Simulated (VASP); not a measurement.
```yaml
crystal:
  lattice:
    - [0.00000, 2.58521, 2.58521]
    - [2.58521, 0.00000, 2.58521]
    - [2.58521, 2.58521, 0.00000]
  atoms:
    - { symbol: Yb, position: [0.00000, 0.00000, 0.00000] }
```

Computed with PBEsol GGA, VASP's PBE PAW potentials (set 64) (plane waves; VASP). Settings: 520 eV cut-off, 9×9×9 Γ-centred mesh, Gaussian smearing of 0.050 eV, potentials Yb_2.

The 4f electrons are frozen in the core of the lanthanide potential, so 4f levels, which can set the real gap, and their magnetism are missing.

Give the stress tensor in GPa (positive for a compressed cell).

```
1.48  0.00  0.00
0.00  1.48  0.00
0.00  0.00  1.48
```
The pressure is its mean diagonal, 1.48 GPa.

The compound is Yb in the fcc structure. This cell is one point of a volume scan, at 0.94 of the reference volume.
